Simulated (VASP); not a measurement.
An input for Quantum ESPRESSO's pw.x (written as the equivalent of a VASP run, and not itself run):

```
&CONTROL
  calculation = 'scf'
  pseudo_dir = './pseudo'
  outdir = './out'
  tprnfor = .true.
  tstress = .true.
/
&SYSTEM
  ibrav = 0
  nat = 2
  ntyp = 1
  ecutwfc = 32
  occupations = 'smearing'
  smearing = 'gaussian'
  degauss = 0.003675
  input_dft = 'pz'
/
&ELECTRONS
  conv_thr = 7.3e-09
  electron_maxstep = 100
/
ATOMIC_SPECIES
  Si 28.085 Si.upf
CELL_PARAMETERS angstrom
     0.0000000    2.7014952    2.7014952
     2.7014952    0.0000000    2.7014952
     2.7014952    2.7014952    0.0000000
ATOMIC_POSITIONS crystal
  Si   0.0000000  0.0000000  0.0000000
  Si   0.2500000  0.2500000  0.2500000
K_POINTS automatic
  8 8 8 0 0 0
```

**Question.** Write the VASP files for the same calculation (LDA).

**Answer.** One answer among several that fit: 
KPOINTS:
```
Automatic mesh
0
Gamma
8 8 8
0 0 0
```

File POSCAR:
```
Si
1.0
  0.0000000000   2.7014951968   2.7014951968
  2.7014951968   0.0000000000   2.7014951968
  2.7014951968   2.7014951968   0.0000000000
Si
2
Direct
  0.0000000000   0.0000000000   0.0000000000
  0.2500000000   0.2500000000   0.2500000000
```

### INCAR
```
ALGO = Normal
EDIFF = 1E-7
ENCUT = 520
ISIF = 2
ISMEAR = 0
LASPH = .TRUE.
LCHARG = .FALSE.
LREAL = .FALSE.
LWAVE = .FALSE.
NELM = 100
PREC = Accurate
SIGMA = 0.05
SYSTEM = Si
```

POTCAR, in this order: Si (LDA.64 set). Program: vasp_std.

What does not carry over: the potentials are each code's own (VASP's PAW set, PseudoDojo norm-conserving files in pw.x), so ENCUT and ecutwfc are chosen apart and not converted; conv_thr bounds pw.x's estimated SCF error, while EDIFF bounds the energy change between steps.

The compound is Si in the diamond structure. It was relaxed first.
